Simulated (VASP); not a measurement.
A cell of Hf (hcp) near equilibrium:

```yaml
crystal:
  lattice:
    - [1.57850, -2.73405, 0.00000]
    - [1.57850, 2.73405, 0.00000]
    - [0.00000, 0.00000, 4.99157]
  atoms:
    - { symbol: Hf, position: [0.33333, 0.66667, 0.25000] }
    - { symbol: Hf, position: [0.66667, 0.33333, 0.75000] }
```

Calculation: PBEsol GGA, VASP's PBE PAW potentials (set 64) (plane waves; VASP 6.6.1).

```json
[
 {"run": "as it is", "ΔE (meV/atom)": "0.0", "σxx": "-0.18", "σyy": "-0.18", "σzz": "0.12", "largest shear component, with its sign (GPa)": "0.00", "largest force (eV/Å)": "0.000"},
 {"run": "after one change", "ΔE (meV/atom)": "19.4", "σxx": "-6.85", "σyy": "-2.80", "σzz": "-2.93", "largest shear component, with its sign (GPa)": "0.00", "largest force (eV/Å)": "0.104"}
]
```
Stress is in GPa, positive when the cell is compressed.

Which change was made?
A. uniaxial strain of -1.0 % along z
B. isotropic strain of +0.5 %
C. uniaxial strain of +4.0 % along x
D. atom 1 (Hf) moved by 0.075 Å along x

C, uniaxial strain of +4.0 % along x

The compound is Hf in the hcp structure.
